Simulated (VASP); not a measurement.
Output of a VASP run:

File OSZICAR:
```
       N       E                     dE             d eps       ncg     rms          rms(c)
DAV:   1     0.107672881173E+03    0.10767E+03   -0.80162E+03   754   0.147E+03
DAV:   2     0.205487152634E+01   -0.10562E+03   -0.99187E+02   754   0.265E+02
DAV:   3    -0.552334387497E+01   -0.75782E+01   -0.74743E+01  1022   0.839E+01
DAV:   4    -0.577760371347E+01   -0.25426E+00   -0.25414E+00   911   0.135E+01
DAV:   5    -0.578453392016E+01   -0.69302E-02   -0.69299E-02  1072   0.228E+00    0.539E+00
DAV:   6    -0.570591614420E+01    0.78618E-01   -0.36094E+00   788   0.550E+01    0.349E+00
DAV:   7    -0.555877036882E+01    0.14715E+00   -0.81560E-01   824   0.327E+01    0.175E+00
DAV:   8    -0.556155066401E+01   -0.27803E-02   -0.51887E-02  1107   0.390E+00    0.486E-01
DAV:   9    -0.555827799386E+01    0.32727E-02   -0.15829E-02   944   0.400E+00    0.150E-01
DAV:  10    -0.555845144512E+01   -0.17345E-03   -0.75577E-04   904   0.245E-01    0.658E-02
DAV:  11    -0.555848809378E+01   -0.36649E-04   -0.43090E-04   939   0.646E-01    0.345E-02
DAV:  12    -0.555848479505E+01    0.32987E-05   -0.39131E-05  1181   0.129E-01    0.300E-02
DAV:  13    -0.555848325793E+01    0.15371E-05   -0.23315E-06  1166   0.338E-02    0.182E-02
DAV:  14    -0.555848215883E+01    0.10991E-05   -0.99917E-06  1040   0.102E-01    0.336E-03
DAV:  15    -0.555848259911E+01   -0.44029E-06   -0.16438E-06   824   0.884E-03    0.541E-03
DAV:  16    -0.555848254866E+01    0.50455E-07   -0.49719E-08   512   0.433E-03
   1 F= -.63008829E+01 E0= -.63008829E+01  d E =-.775227E-14
```

OUTCAR:
```
------------------------ aborting loop because EDIFF is reached ----------------------------------------
  Edisp (eV):   -0.74240
  FORCE on cell =-STRESS in cart. coord.  units (eV):
  Direction    XX          YY          ZZ          XY          YZ          ZX
  --------------------------------------------------------------------------------------
  Total      -0.46021    -0.46021    -0.46021     0.00000    -0.00000    -0.00000
  in kB     -13.43018   -13.43018   -13.43018     0.00000    -0.00000    -0.00000
  external pressure =      -13.43 kB  Pullay stress =        0.00 kB
  volume of cell :       54.90
      direct lattice vectors                 reciprocal lattice vectors
     0.000000000  3.016607271  3.016607271    -0.165749120  0.165749120  0.165749120
     3.016607271  0.000000000  3.016607271     0.165749120 -0.165749120  0.165749120
     3.016607271  3.016607271  0.000000000     0.165749120  0.165749120 -0.165749120
  FREE ENERGIE OF THE ION-ELECTRON SYSTEM (eV)
  ---------------------------------------------------
  free  energy   TOTEN  =        -6.3008829224 eV

  energy  without entropy=       -6.3008829224  energy(sigma->0) =       -6.30088292
```
(Selected blocks of OUTCAR.)

POSCAR:
```
CuI
1
    0.0000000000     3.0166072708     3.0166072708
    3.0166072708     0.0000000000     3.0166072708
    3.0166072708     3.0166072708     0.0000000000
Cu I
1 1
Direct
  0.0000000000   0.0000000000   0.0000000000
  0.2500000000   0.2500000000   0.2500000000
```

Question: Write an INCAR and KPOINTS that could have produced this output.

Answer: This is not unique; one that fits is the input of the run itself, PBE GGA with D4 dispersion, plane waves, VASP's PBE PAW potentials (set 64).

INCAR:
```
ALGO = Normal
EDIFF = 1E-7
ENCUT = 520
GGA = PE
ISIF = 2
ISMEAR = 0
IVDW = 13
LASPH = .TRUE.
LCHARG = .FALSE.
LMAXMIX = 4
LREAL = .FALSE.
LWAVE = .FALSE.
NELM = 100
PREC = Accurate
SIGMA = 0.05
SYSTEM = CuI
```

### KPOINTS
```
kpoints
0
G
 8 8 8
```

POTCAR, in this order: Cu I (PBE.64 set). Program: vasp_std.

The compound is CuI in the zinc blende structure. This cell is one point of a volume scan, at 1.03 of the reference volume.
